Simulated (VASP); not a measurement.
Calculation: PBE GGA with D4 dispersion, VASP's PBE PAW potentials (set 64) (plane waves; VASP 6.6.1).

VASP input:

**INCAR**
```
ALGO = Normal
EDIFF = 1E-7
EDIFFG = -0.01
ENCUT = 520
GGA = PE
IBRION = 2
ISIF = 4
ISMEAR = 0
IVDW = 13
LASPH = .TRUE.
LCHARG = .FALSE.
LMAXMIX = 4
LREAL = .FALSE.
LWAVE = .FALSE.
NELM = 100
NSW = 30
PREC = Accurate
SIGMA = 0.05
SYSTEM = GaN
```

POSCAR:
```
GaN
1.0
  1.5603981326  -2.7026888085   0.0000000000
  1.5603981326   2.7026888085   0.0000000000
  0.0000000000   0.0000000000   5.0810476440
Ga N
2 2
Direct
  0.6666670000   0.3333330000   0.5000401172
  0.3333330000   0.6666670000   0.0000401172
  0.6666670000   0.3333330000   0.8769598828
  0.3333330000   0.6666670000   0.3769598828
```

File KPOINTS:
```
Automatic
0
G
 8 8 5
```

POTCAR, in this order: Ga_d N (PBE.64 set). Program: vasp_std.

Q: Predict the energy per atom (σ→0), dispersion energy.

A: 
```
Quantity                       Result
---------------------  --------------
energy per atom (σ→0)  -6.450 eV/atom
dispersion energy           -1.711 eV
```

File OSZICAR:
```
...
       N       E                     dE             d eps       ncg     rms          rms(c)
DAV:   1    -0.240889601848E+02   -0.18645E-03   -0.63221E-03  1532   0.681E-01    0.799E-02
DAV:   2    -0.240888542343E+02    0.10595E-03   -0.29110E-04  1718   0.272E-01    0.477E-02
DAV:   3    -0.240887912839E+02    0.62950E-04   -0.10152E-04  1792   0.161E-01    0.436E-03
DAV:   4    -0.240887940059E+02   -0.27220E-05   -0.31352E-05  1368   0.609E-02    0.282E-03
DAV:   5    -0.240887939158E+02    0.90125E-07   -0.12000E-06  1948   0.111E-02    0.108E-03
DAV:   6    -0.240887939326E+02   -0.16809E-07   -0.15370E-07  1054   0.468E-03
   4 F= -.25799382E+02 E0= -.25799382E+02  d E =-.222417E-04
```

The compound is GaN in the wurtzite structure. This cell is one point of a volume scan, at 0.94 of the reference volume. Symmetry was kept, so distortions that lower it aren't found.
